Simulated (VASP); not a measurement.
# BaAs (Pm-3m) in VASP: notebook

One crystal, BaAs, is run at these levels: r2SCAN, SCAN0; tasks: single point, relaxation of cell and atoms.

Program: VASP 6.6.1. These are calculated values, not measurements. Logs are shortened: lines on timing, memory, paths and dates and some standing lists are left out, and cuts for length are marked.

## Step 1: The structure

Symmetry: Pm-3m, No. 221, cubic system. The conventional cell has a = 4.025 Å, b = 4.025 Å, c = 4.025 Å, α = 90.00°, β = 90.00°, γ = 90.00°. Ba (site symmetry m-3m) is surrounded by 8 As at 3.49 Å. As (site symmetry m-3m) is surrounded by 8 Ba at 3.49 Å.

The cell was built by a generator and needn't be a form met in nature.

## Step 2: Single point, r2SCAN

INCAR

```
PREC     = Accurate       # precision mode
ENCUT    = 520            # plane-wave cutoff, eV
EDIFF    = 1E-6           # SCF threshold, eV
ISMEAR   = -1             # smearing method
SIGMA    = 0.05           # smearing width, eV
LREAL    = False          # projectors in reciprocal space
LASPH    = True           # aspherical terms in the spheres
NELM     = 60             # most SCF steps
ALGO     = Normal         # electronic algorithm
ISIF     = 2              # what is computed and relaxed
LWAVE    = False          # write WAVECAR
LCHARG   = False          # write CHGCAR
METAGGA  = R2SCAN         # meta-GGA
LMIXTAU  = True
```

KPOINTS

```
regular mesh
0
Gamma
  7 7 7
```

POSCAR

```
BaAs
1.0
    4.0245855900      0.0000000000      0.0000000000
    0.0000000000      4.0245855900      0.0000000000
    0.0000000000      0.0000000000      4.0245855900
Ba As
1 1
Direct
    0.0000000000      0.0000000000      0.0000000000
    0.5000000000      0.5000000000      0.5000000000
```

Potentials or basis: VASP PAW PBE potentials, release 64 (Ba_sv, As).

Started as:

```
cat potpaw_PBE.64/Ba_sv/POTCAR potpaw_PBE.64/As/POTCAR > POTCAR
mpirun -np 1 vasp_std > vasp.out
```

OUTCAR:

```text
PREC = Accurate
   ENCUT = 520
   EDIFF = 1E-6
   ISMEAR = -1
   LREAL = False
   LASPH = True
   NELM = 60
   ISIF = 2
   METAGGA = R2SCAN

 ion  position               nearest neighbor table
   1  0.000  0.000  0.000-   2 3.49   2 3.49   2 3.49   2 3.49   2 3.49   2 3.49   2 3.49   2 3.49

   2  0.500  0.500  0.500-   1 3.49   1 3.49   1 3.49   1 3.49   1 3.49   1 3.49   1 3.49   1 3.49

  LATTYP: Found a simple cubic cell.
 ALAT       =     4.0245855900

  Lattice vectors:

 A1 = (   4.0245855900,   0.0000000000,   0.0000000000)
 A2 = (   0.0000000000,   4.0245855900,   0.0000000000)
 A3 = (   0.0000000000,   0.0000000000,   4.0245855900)

Analysis of symmetry for initial positions (statically):
=====================================================================
 Subroutine PRICEL returns:
 Original cell was already a primitive cell.

 Routine SETGRP: Setting up the symmetry group for a
 simple cubic supercell.

 Subroutine GETGRP returns: Found 48 space group operations
 (whereof 48 operations were pure point group operations)
 out of a pool of 48 trial point group operations.

The static configuration has the point symmetry O_h .

Analysis of symmetry for dynamics (positions and initial velocities):
=====================================================================
 Subroutine PRICEL returns:
 Original cell was already a primitive cell.

 Routine SETGRP: Setting up the symmetry group for a
 simple cubic supercell.

 Subroutine GETGRP returns: Found 48 space group operations
 (whereof 48 operations were pure point group operations)
 out of a pool of 48 trial point group operations.

The dynamic configuration has the point symmetry O_h .

 Subroutine INISYM returns: Found 48 space group operations
 (whereof 48 operations are pure point group operations),
 and found     1 'primitive' translations

----------------------------------------------------------------------------------------

                                     Primitive cell

  volume of cell :      65.1874

  direct lattice vectors                    reciprocal lattice vectors
     4.024585590  0.000000000  0.000000000     0.248472787  0.000000000  0.000000000
     0.000000000  4.024585590  0.000000000     0.000000000  0.248472787  0.000000000
     0.000000000  0.000000000  4.024585590     0.000000000  0.000000000  0.248472787

  length of vectors
     4.024585590  4.024585590  4.024585590     0.248472787  0.248472787  0.248472787

  position of ions in fractional coordinates (direct lattice)
     0.000000000  0.000000000  0.000000000
     0.500000000  0.500000000  0.500000000

  ion indices of the primitive-cell ions
   primitive index   ion index
                 1           1
                 2           2

----------------------------------------------------------------------------------------

 KPOINTS: regular mesh

Automatic generation of k-mesh.
 Grid dimensions read from file:
 generate k-points for:    7    7    7

 Generating k-lattice:

  Cartesian coordinates                     Fractional coordinates (reciprocal lattice)
     0.035496112  0.000000000  0.000000000     0.142857143  0.000000000  0.000000000
     0.000000000  0.035496112  0.000000000     0.000000000  0.142857143  0.000000000
     0.000000000  0.000000000  0.035496112     0.000000000  0.000000000  0.142857143

  Length of vectors
     0.035496112  0.035496112  0.035496112

  Shift w.r.t. Gamma in fractional coordinates (k-lattice)
     0.000000000  0.000000000  0.000000000

 Subroutine IBZKPT returns following result:
 ===========================================

 Found     20 irreducible k-points:

 Following reciprocal coordinates:
            Coordinates               Weight
  0.000000  0.000000  0.000000      1.000000
  0.142857  0.000000  0.000000      6.000000
  0.285714  0.000000  0.000000      6.000000
  0.428571  0.000000  0.000000      6.000000
  0.142857  0.142857  0.000000     12.000000
  0.285714  0.142857  0.000000     24.000000
[... 12 lines left out ...]
  0.428571  0.428571  0.285714     24.000000
  0.428571  0.428571  0.428571      8.000000
   k-points           NKPTS =     20   k-points in BZ     NKDIM =     20   number of bands    NBANDS=     11
   number of dos      NEDOS =    301   number of ions     NIONS =      2
   total plane-waves  NPLWV =  27000
   dimension x,y,z NGX =    30 NGY =   30 NGZ =   30
   dimension x,y,z NGXF=    60 NGYF=   60 NGZF=   60
   ions per type =               1   1
   NGX,Y,Z   is equivalent  to a cutoff of  12.39, 12.39, 12.39 a.u.
   NGXF,Y,Z  is equivalent  to a cutoff of  24.78, 24.78, 24.78 a.u.
 SYSTEM =  unknown system
   PREC   = accura    normal or accurate (medium, high low for compatibility)
   ISTART =      0    job   : 0-new  1-cont  2-samecut
   ICHARG =      2    charge: 1-file 2-atom 10-const
   ISPIN  =      1    spin polarized calculation?
   LNONCOLLINEAR =      F non collinear calculations
   LSORBIT =      F    spin-orbit coupling
   LASPH  =      T    aspherical Exc in radial PAW
   ENCUT  =  520.0 eV  38.22 Ry    6.18 a.u.   7.48  7.48  7.48*2*pi/ulx,y,z
   NELM   =     60;   NELMIN=  2; NELMDL= -5     # of ELM steps
   EDIFF  = 0.1E-05   stopping-criterion for ELM
   LREAL  =      F    real-space projection
   EDIFFG = 0.1E-04   stopping-criterion for IOM
   NSW    =      0    number of steps for IOM
   IBRION =     -1    ionic relax: 0-MD 1-quasi-New 2-CG
   NFREE  =      0    steps in history (QN), initial steepest desc. (CG)
   ISIF   =      2    stress and relaxation
   ISYM   =      2    0-nonsym 1-usesym 2-fastsym
   POTIM  = 0.5000    time-step for ionic-motion
   TEBEG  =    0.0;   TEEND  =   0.0 temperature during run
   PSTRESS=    0.0 pullay stress
   NELECT =      15.0000    total number of electrons
   NUPDOWN=      -1.0000    fix difference up-down
   EMIN   =  10.00;   EMAX   =-10.00  energy-range for DOS
   EFERMI =   0.00;   METHOD = LEGACY
   ISMEAR =    -1;   SIGMA  =   0.05  broadening in eV -4-tet -1-fermi 0-gaus
   EFERMI_NEDOS =   21; number of points for ismear=-14 and -15
   IALGO  =     38    algorithm
   IMIX   =      4    mixing-type and parameters
     AMIX     =   0.40;   BMIX     =  1.00
     AMIX_MAG =   1.60;   BMIX_MAG =  1.00
  volume/ion in A,a.u.               =      32.59       219.95
  Fermi-wavevector in a.u.,A,eV,Ry     =   1.003192  1.895758 13.692826  1.006394
  Thomas-Fermi vector in A             =   2.135728
   LORBIT       =      0    0 simple, 1 ext, 2 COOP (PROOUT), +10 PAW based schemes
   METAGGA = R2SCAN    functional components
   LHFCALC =     F    Hartree Fock is set to
   AEXX    =    0.0000 exact exchange contribution
   IVDW    =     0    specifies the selected vdW correction
   LEPSILON=     F    determine dielectric tensor
   LRPA    =     F    only Hartree local field effects (RPA)
 non-spin polarized calculation
  energy-cutoff  :      520.00
  volume of cell :       65.19
 maximum number of plane-waves:      1775
 NGX is ok and might be reduce to    30
   NGX = 15   NGY = 15   NGZ = 15

 number of electron      15.0000000 magnetization

 Free energy of the ion-electron system (eV)
  ---------------------------------------------------
  ext. energy  EPLUGINS =         0.00000000
  ---------------------------------------------------
  free energy    TOTEN  =       -43.04787895 eV

  energy without entropy =      -43.02460415  energy(sigma->0) =      -43.03624155

 E-fermi :   2.6859     XC(G=0):  -9.5222

 val. band max:        2.6767493529   @ k =   0.4286   0.2857   0.1429
 cond. band min:       2.7188677356   @ k =   0.4286   0.1429   0.0000
 fundamental gap:      0.0421183827
 Fermi energy:         2.6859427088

 k-point     1 :       0.0000    0.0000    0.0000
  band No.  band energies     occupation
      1     -25.8251      2.00000
      2     -10.3628      2.00000
      3     -10.3628      2.00000
      4     -10.3628      2.00000
      5      -7.5818      2.00000
      6       3.2895      0.00001
      7       3.2895      0.00001
      8       3.2895      0.00001
      9       3.9620      0.00000
     10       3.9620      0.00000
     11       6.7456      0.00000

 k-point     2 :       0.1429    0.0000    0.0000
  band No.  band energies     occupation
      1     -25.8149      2.00000
      2     -10.5677      2.00000
      3     -10.3472      2.00000
      4     -10.3472      2.00000
      5      -7.3660      2.00000
      6       2.1436      1.99996
      7       3.1426      0.00022
      8       3.1426      0.00022
      9       4.1006      0.00000
     10       4.8694      0.00000
     11       7.5875      0.00000

 k-point     3 :       0.2857    0.0000    0.0000
  band No.  band energies     occupation
      1     -25.7918      2.00000
      2     -10.9584      2.00000
      3     -10.3117      2.00000
      4     -10.3117      2.00000
      5      -6.9194      2.00000
      6       0.7581      2.00000
      7       2.8253      0.11594
      8       2.8253      0.11594
      9       4.4714      0.00000
     10       6.4583      0.00000
     11       8.9324      0.00000

 k-point     4 :       0.4286    0.0000    0.0000
  band No.  band energies     occupation
      1     -25.7732      2.00000
      2     -11.2276      2.00000
      3     -10.2829      2.00000
      4     -10.2829      2.00000
      5      -6.5656      2.00000
      6      -0.1032      2.00000
      7       2.5833      1.77261
      8       2.5833      1.77261
      9       4.8704      0.00000
     10       8.4070      0.00000
     11       8.8633      0.00000
[... 183 lines left out ...]
 k-point    18 :       0.4286    0.2857    0.2857
  band No.  band energies     occupation
      1     -25.7121      2.00000
      2     -10.9119      2.00000
      3     -10.6546      2.00000
      4     -10.6094      2.00000
      5      -6.6807      2.00000
      6       0.7295      2.00000
      7       0.8483      2.00000
      8       1.8720      2.00000
      9       6.5387      0.00000
     10       6.8073      0.00000
     11       7.1775      0.00000

 k-point    19 :       0.4286    0.4286    0.2857
  band No.  band energies     occupation
      1     -25.6953      2.00000
      2     -10.8425      2.00000
      3     -10.8254      2.00000
      4     -10.5908      2.00000
      5      -6.6425      2.00000
      6       0.5539      2.00000
      7       0.6141      2.00000
      8       1.2716      2.00000
      9       6.6469      0.00000
     10       7.6324      0.00000
     11       7.8908      0.00000

 k-point    20 :       0.4286    0.4286    0.4286
  band No.  band energies     occupation
      1     -25.6788      2.00000
      2     -10.7920      2.00000
      3     -10.7784      2.00000
      4     -10.7784      2.00000
      5      -6.4885      2.00000
      6       0.2274      2.00000
      7       0.2274      2.00000
      8       0.4670      2.00000
      9       8.2544      0.00000
     10       8.6419      0.00000
     11       8.6419      0.00000

------------------------ aborting loop because EDIFF is reached ----------------------------------------

  FORCE on cell =-STRESS in cart. coord.  units (eV):
  Direction    XX          YY          ZZ          XY          YZ          ZX
  --------------------------------------------------------------------------------------
  -------------------------------------------------------------------------------------
  Total        0.0552325      0.0552325      0.0552325     -0.0000000      0.0000000     -0.0000000
  in kB        1.3575054      1.3575054      1.3575054     -0.0000000      0.0000000     -0.0000000
  external PRESSURE =       1.3575054 kB  Pullay stress =       0.0000000 kB

 VOLUME and BASIS-vectors are now :
 -----------------------------------------------------------------------------
  energy-cutoff  :      520.00
  volume of cell :       65.19
      direct lattice vectors                 reciprocal lattice vectors
     4.024585590  0.000000000  0.000000000     0.248472787  0.000000000  0.000000000
     0.000000000  4.024585590  0.000000000     0.000000000  0.248472787  0.000000000
     0.000000000  0.000000000  4.024585590     0.000000000  0.000000000  0.248472787

 POSITION                                       TOTAL-FORCE (eV/Angst)
 -----------------------------------------------------------------------------------
      0.00000      0.00000      0.00000         0.000000      0.000000      0.000000
      2.01229      2.01229      2.01229         0.000000      0.000000      0.000000
 -----------------------------------------------------------------------------------
    total drift:                                0.000000     -0.000000     -0.000000

  FREE ENERGIE OF THE ION-ELECTRON SYSTEM (eV)
  ---------------------------------------------------
  free  energy   TOTEN  =       -43.0478789526 eV

  energy  without entropy=      -43.0246041487  energy(sigma->0) =      -43.03624155
```

Wall time 39 s (1 thread of Intel Xeon 6975P-C (Granite Rapids), shared host); peak memory 0.17 GiB.

What came out:

```
Free energy            : -43.0479 eV
Pressure               : 0.1 GPa
Band gap on the k mesh : none (metal or under the smearing width)
```

Caveat: the PAW data sets were made with another functional, which shifts forces and pressure a little. Spin-orbit coupling is left out, which matters for the levels of Ba.

## Step 3: Relaxation of cell and atoms, SCAN0

POSCAR is that of step 2.

INCAR.step1

```
SYSTEM = BaAs
PREC = Accurate ; ENCUT = 600
EDIFF = 1E-5 ; ISMEAR = 0
SIGMA = 0.05 ; LREAL = .FALSE.
LASPH = .TRUE. ; NELM = 60
ALGO = Normal ; LWAVE = .TRUE.
LCHARG = .FALSE. ; GGA = PE
```

INCAR.step2

```
SYSTEM = BaAs
PREC = Accurate ; ENCUT = 600
EDIFF = 1E-7 ; ISMEAR = 0
SIGMA = 0.05 ; LREAL = .FALSE.
LASPH = .TRUE. ; NELM = 60
ALGO = Normal ; ISIF = 3
LWAVE = .FALSE. ; LCHARG = .FALSE.
METAGGA = SCAN ; LHFCALC = .TRUE.
AEXX = 0.25 ; LMIXTAU = .TRUE.
PRECFOCK = Fast ; IBRION = 2
NSW = 60 ; EDIFFG = -0.005
ISTART = 1
```

KPOINTS

```
Automatic mesh
0
G
  4 4 4
  0 0 0
```

Potentials or basis: VASP PAW PBE potentials, release 64 (Ba_sv, As).

Started as:

```
cat potpaw_PBE.64/Ba_sv/POTCAR potpaw_PBE.64/As/POTCAR > POTCAR
cp INCAR.step1 INCAR
mpirun -np 1 vasp_std > vasp.out
cp INCAR.step2 INCAR
mpirun -np 1 vasp_std > vasp.out
```

Run time: 16 min. Hardware: 1 thread of Intel Xeon 6975P-C (Granite Rapids), shared host; peak memory 0.19 GiB.

It converged, with:

* Free energy: -49.8005 eV
* Relaxed volume: 32.33 Å³/atom
* Relaxed cell: a = 4.014 Å, b = 4.014 Å, c = 4.014 Å, α = 90.00°, β = 90.00°, γ = 90.00°
* Space group after relaxing (to 0.05 Å): Pm-3m (No. 221)
* Energy gained by relaxing: 0.3 meV/atom
* Ionic steps: 3
* Pressure after relaxing: 0.0 GPa
* Band gap on the k mesh: none (metal or under the smearing width)

Step by step:
| step | energy change (eV) | largest force (eV/Å) | pressure (GPa) | volume (Å³) |
| --- | --- | --- | --- | --- |
| 1 | 0.0000 | 0.0000 | -0.32 | 65.19 |
| 2 | -0.0005 | 0.0000 | 0.07 | 64.57 |
| 3 | -0.0005 | 0.0000 | 0.01 | 64.67 |

Final structure:
```cif
data_structure
_symmetry_space_group_name_H-M 'P 1'
_symmetry_Int_Tables_number 1
_cell_length_a 4.0138
_cell_length_b 4.0138
_cell_length_c 4.0138
_cell_angle_alpha 90.000
_cell_angle_beta 90.000
_cell_angle_gamma 90.000
_cell_volume 64.67
loop_
_atom_site_label
_atom_site_type_symbol
_atom_site_fract_x
_atom_site_fract_y
_atom_site_fract_z
_atom_site_occupancy
Ba1 Ba 0.00000 0.00000 0.00000 1
As1 As 0.50000 0.50000 0.50000 1
```

Levels at points of the mesh, in eV from the Fermi level:
```
           k point  band 5  band 6  band 7  band 8  band 9  band 10  band 11
(0.00, 0.00, 0.00)  -12.02    0.66    0.70    0.74    1.74     1.74     4.45
(0.50, 0.00, 0.00)  -10.73   -4.01   -0.64   -0.59    2.90     6.47     7.23
(0.50, 0.50, 0.00)  -11.24   -2.16   -2.15    1.22    2.35     4.01     4.64
(0.50, 0.50, 0.50)  -10.62   -3.62   -3.61   -3.61    7.36     7.36     7.36
```

Caveat: the k mesh is coarse (spacing up to 0.39 Å⁻¹), so the values aren't converged, least of all with exact exchange; the PAW data sets were made with another functional, which shifts forces and pressure a little. Spin-orbit coupling is left out, which matters for the levels of Ba.
